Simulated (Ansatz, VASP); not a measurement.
## MoS2 in two plane-wave programs

Aim: how closely do two programs agree when they are given the same cell, functional and k mesh? The cell is taken from a series of runs on this material, whose earlier steps may have relaxed, scaled, displaced or heated it; both programs get it as it stands.

Program: Ansatz 0.2.0. Level of theory: plane waves, with VASP 6.6.1 beside it; PBEsol. Results are calculated unless marked as measured.

### Step 1. Starting point

The cell holds 3 atoms: 1 Mo and 2 S. Its edges and angles: a = 3.112 Å, b = 3.159 Å, c = 29.504 Å, α = 90.0°, β = 90.0°, γ = 119.5°. Vacuum lies along c.

As a file:

```cif
data_structure
_symmetry_space_group_name_H-M 'P 1'
_symmetry_Int_Tables_number 1
_cell_length_a 3.1120
_cell_length_b 3.1588
_cell_length_c 29.5040
_cell_angle_alpha 90.000
_cell_angle_beta 90.000
_cell_angle_gamma 119.511
_cell_volume 252.41
loop_
_atom_site_label
_atom_site_type_symbol
_atom_site_fract_x
_atom_site_fract_y
_atom_site_fract_z
_atom_site_occupancy
Mo1 Mo 0.00000 0.00000 0.33894 1
S2 S 0.33103 0.66207 0.39278 1
S3 S 0.66897 0.33793 0.28509 1
```

### Step 2. Ansatz: zone-centre phonons, PBEsol, pair 1

Ansatz runs on its PAW soft_1 files.

Second derivatives magnify differences that forces hide, and they need a tight electronic threshold.

File input.yaml:

```yaml
crystal:
  lattice:
    - [3.112039593, 0.0, 0.0]
    - [-1.5560197965, 2.7490074521, 0.0]
    - [0.0, 0.0, 29.504]
  atoms:
    - { symbol: Mo, position: [0.0, 0.0, 0.3389370933] }
    - { symbol: S, position: [0.3310328839, 0.6620657678, 0.3927805986] }
    - { symbol: S, position: [0.6689671161, 0.3379342322, 0.285093588] }
  periodic: [true, true, false]
kpoints:
  mp_grid: { grid: [15, 15, 1] }
hamiltonian:
  xc: pbesol
  pseudopotentials: { kind: paw, azcp: { folder: soft_1 }, xc_functional: pbe }
scf:
  occupations: { method: methfessel_paxton, width: 0.2 }
output:
  eigenvalues: true
phonons:
  method: dfpt
```

On the command line:

```
ansatz run input.yaml --threads 4 --pin off --max-ram 16384MiB --backend cpu --events-out ev --progress --plain --runs-dir out
```

Numbers of over 12 decimals in the logs are rounded to 6 here.

What it wrote:

```text
Warning: crystal.symmetry: narrowed to the stabiliser of the run's FFT grids — unitary ops 4 → 2. A phonons.method: dfpt run fills in the rows of the dynamical matrix that it does not solve by its symmetry operations, which is exact only for operations that map its FFT grids onto themselves: filled in by any other, the frequencies could depend on the order in which like atoms are typed, or, by more than the grids' own error, on where the crystal sits among the grids' points. Excluded: 2 operations. The run can therefore solve more perturbations, solve them on more k-points, or both, and cost more. [rest of the remark cut]
Engine: ansatz 0.2.0, aarch64-unknown-linux-gnu
Pseudopotentials: kind: paw
Pseudopotential: Mo, paw, valence charge 14, recommended cutoff 420 eV (normal), soft_1/Mo.paw.azcp
Pseudopotential: S, paw, valence charge 6, recommended cutoff 420 eV (normal), soft_1/S.paw.azcp
Functional definition: PBEsol
  exchange = pbesol_x
  correlation = pbesol_c
Crystal: 3 atoms, lattice volume = 252.407 Å³
Basis set: ecut = 420 eV, 4923 PW (Γ), exchange–correlation on 48×48×400 points (8 copies of the dense FFT grid, shifted against one another)
Bands: 17, of which v1, the nominal top of the filled ones, is band 13 counted from 1 (12 counted from 0)
Symmetry: 4 space group operations
k-points: 64 of 225 (irreducible under 2 space group operations, time reversal used)
Non-local potential: Mo, projectors of the file, l = 0: 3, l = 1: 2, l = 2: 2, l = 3: 1
Non-local potential: S, projectors of the file, l = 0: 2, l = 1: 2, l = 2: 1
PAW form: soft (Blöchl's): semilocal exchange-correlation on the pseudo side does not see the compensation charge
PAW frozen core: Mo, regenerated for the run's functional, and the local potential with it (the file was generated under x = pbe(κ = 0.804, μ = 0.219515), c = pbe(β = 0.066725))
PAW frozen core: S, regenerated for the run's functional, and the local potential with it (the file was generated under x = pbe(κ = 0.804, μ = 0.219515), c = pbe(β = 0.066725))
PAW one-centre angular grid: Mo, 590 points (default); XC on 64 Gauss nodes
PAW one-centre angular grid: S, 110 points (default); XC on 64 Gauss nodes
Initial density: superposition of atomic densities (neutral atoms: chi_scale 0, normalization atom)
Initial wavefunctions: pseudopotential atomic-orbital guess
Functional: x = pbesol(κ = 0.804, μ = 0.123457), c = pbesol(β = 0.046)
SCF iter   1: F=—  HF=-6670.842813 eV  |F-HF|=—  |Δ(HF+E_count)|=         —  Δρ=4.10e-2  dr2=6.87e0  ethr=3.10e-3  ⟨swp⟩=16.2  Hψ=11843  notcnv=0
preconditioner: auto → LDOS  [metal: Δε(μ)=0.063 eV  Ē_g=8.807 eV  σ=0.200 eV  W_gap=0.26  n_scr=16 (ndim 8)  ℏωp=9.9 eV  f_vac=0.754  D(μ)=1.30/eV (n_scr^D=8)  β→1.0]
SCF iter   2: F=—  HF=-6669.818341 eV  |F-HF|=—  |Δ(HF+E_count)|=    1.02e0  S|Δr|=    0.00e0  Δρ=2.74e-2  dr2=2.24e0  ethr=3.10e-3  ⟨swp⟩=4.7  Hψ=3934  notcnv=0
SCF iter   3: F=—  HF=-6669.335287 eV  |F-HF|=—  |Δ(HF+E_count)|=   4.83e-1  S|Δr|=    0.00e0  Δρ=6.06e-3  dr2=1.51e-1  ethr=3.10e-3  ⟨swp⟩=3.1  Hψ=3104  notcnv=0
SCF iter   4: F=—  HF=-6669.310782 eV  |F-HF|=—  |Δ(HF+E_count)|=   2.45e-2  S|Δr|=    0.00e0  Δρ=8.21e-4  dr2=2.17e-3  ethr=5.81e-4  ⟨swp⟩=3.2  Hψ=2503  notcnv=0
SCF iter   5: F=—  HF=-6669.310469 eV  |F-HF|=—  |Δ(HF+E_count)|=   3.13e-4  S|Δr|=    0.00e0  Δρ=2.51e-4  dr2=7.65e-5  ethr=8.33e-6  ⟨swp⟩=3.8  Hψ=2741  notcnv=0
SCF iter   6: F=—  HF=-6669.310536 eV  |F-HF|=—  |Δ(HF+E_count)|=   6.72e-5  S|Δr|=    0.00e0  Δρ=6.61e-5  dr2=5.40e-6  ethr=2.94e-7  ⟨swp⟩=3.7  Hψ=2844  notcnv=0
SCF iter   7: F=—  HF=-6669.310550 eV  |F-HF|=—  |Δ(HF+E_count)|=   1.38e-5  S|Δr|=    0.00e0  Δρ=1.30e-5  dr2=2.06e-7  ethr=2.08e-8  ⟨swp⟩=2.9  Hψ=2213  notcnv=0
SCF iter   8: F=—  HF=-6669.310422 eV  |F-HF|=—  |Δ(HF+E_count)|=   1.28e-4  S|Δr|=    0.00e0  Δρ=1.75e-6  dr2=7.63e-9  ethr=7.93e-10  ⟨swp⟩=3.4  Hψ=2584  notcnv=0
SCF iter   9: F=—  HF=-6669.310422 eV  |F-HF|=—  |Δ(HF+E_count)|=   1.64e-8  S|Δr|=    0.00e0  Δρ=3.15e-7  dr2=2.01e-10  ethr=2.94e-11  ⟨swp⟩=4.0  Hψ=2995  notcnv=0
SCF iter  10: F=—  HF=-6669.310422 eV  |F-HF|=—  |Δ(HF+E_count)|=   3.19e-9  S|Δr|=    0.00e0  Δρ=7.83e-8  dr2=1.06e-11  ethr=1.00e-12  ⟨swp⟩=16.6  Hψ=10709  notcnv=0
SCF iter  11: F=-6669.310422 eV  HF=-6669.310422 eV  |F-HF|=8.19e-11  |Δ(HF+E_count)|=  6.96e-10  S|Δr|=    0.00e0  Δρ=1.51e-8  dr2=3.94e-13  ethr=1.00e-12  ⟨swp⟩=9.8  Hψ=7018  notcnv=0
SCF 1 converged in 11 iterations: F = -6669.310422 eV  dr2 = 3.94e-13
  greatest PAW one-centre occupation: 0.999 electrons in one spin orbital (limit 2), on the Mo atom at site 0 (counted from 0), in its partial waves of l = 0
DFPT response loops at Γ: preconditioner auto → none (partly filled bands, converged f_vac=0.761); β = 0.50; Broyden in place of MSR1
SCF converged after 11 iterations
Stability not checked: this state was not tested for a lower state beside it, because cold or Methfessel-Paxton smearing, or corrected tetrahedra, fill the levels in a way that the test cannot read (fill_not_monotonic; see scf.lower_state_search)
Free energy (F): -6669.310422 eV
Harris-Foulkes:  -6669.310422 eV  (|F-HF|=8.19e-11)
Internal energy: -6669.307546 eV  (E = F + TS)
E sigma→0 (E₀):  -6669.309703 eV
Entropy (-TS):   -0.002876 eV (-0.959 meV/atom)
Fermi energy:    -5.079928 eV
--- Per-component energies (eV) ---
  E_band       = -577.286893
  E_kinetic    = 633.599843
  E_local      = -44183.267587  (includes V_loc(G=0)·N_el)
  E_nonlocal   = 219.343443
  E_hartree    = 21658.558738
  E_xc         = -351.132191
  E_vxc        = -384.234812  (∫ρ·V_xc dr)
  E_paw        = -4338.634236  (= ΣΔE_a)
  E_vpaw       = -179.845324  (= ΣTr[D̂ρ^β])
  E_aug_tail   = 0.000042  (compensation charges beyond the density's cutoff)
  E_ewald      = 19691.891205
  E_core_change = 0.333199  (= ΣΔE_core)
  E_smearing   = -0.002876  (= −TS)
  E_closure    = -0.000000  (closes the sum)
  Σ components = -6669.310422   (vs F -6669.310422, Δ=0.00e0)
--- Band table (eV; the first three rows and the last of 64) ---
  k-point 0: bands = [... 9 lower, -8.2005, -6.2109, -6.1235, -5.9347, -5.2821, -5.1214, -1.8502, -1.7866]
  k-point 1: bands = [... 9 lower, -7.9446, -6.5705, -6.2243, -6.1990, -5.1184, -4.8676, -2.1132, -1.8279]
  k-point 2: bands = [... 9 lower, -7.8086, -7.3167, -6.5973, -6.2906, -4.9069, -4.5007, -2.5820, -1.9004]
  k-point 63: bands = [... 9 lower, -9.2756, -9.0227, -8.0346, -5.4781, -4.9440, -3.2297, -2.9502, -0.9824]
--- Phonons (Γ-DFPT): 9 representative perturbations + reference, on 64 of 225 k-points (Σ response iterations 44) ---
  ASR residual: 2.023e-5 → 0.000e0 eV/Å²; symmetrization residual: 1.426e-5 eV/Å²
  The last average, over the group as it would stand without the narrowing to the FFT grids, took up to 2.085e-6 eV/Å² of the zone centre's force constants
  ASR residual per site (eV/Å²): 2.02e-5 1.40e-5 1.65e-5
  Γ frequencies (cm⁻¹): 0.00 0.00 0.00 214.60 236.37 260.62 261.85 358.26 402.64
  non-analytic LO–TO correction: not included (Born effective charges unavailable; polar crystals: no LO–TO splitting at Γ)
```

The column dr2 measures how far the density is from self-consistency, as an energy; F and HF (Harris–Foulkes) agree once it is small.

[end of part 1 of 3]

[Lines on the potential files, build, host, timing and source positions are cut from VASP's logs without a mark.]

[Logs are printed without paths, hosts, clocks, repeated set-up lines and the standing remarks that a program may print on its own settings, such as how far it seeks lower states.]

[Hosts, paths, dates, database ids (printed as entryN), source tags and the programs' standing remarks are cut or masked in the printed files.]
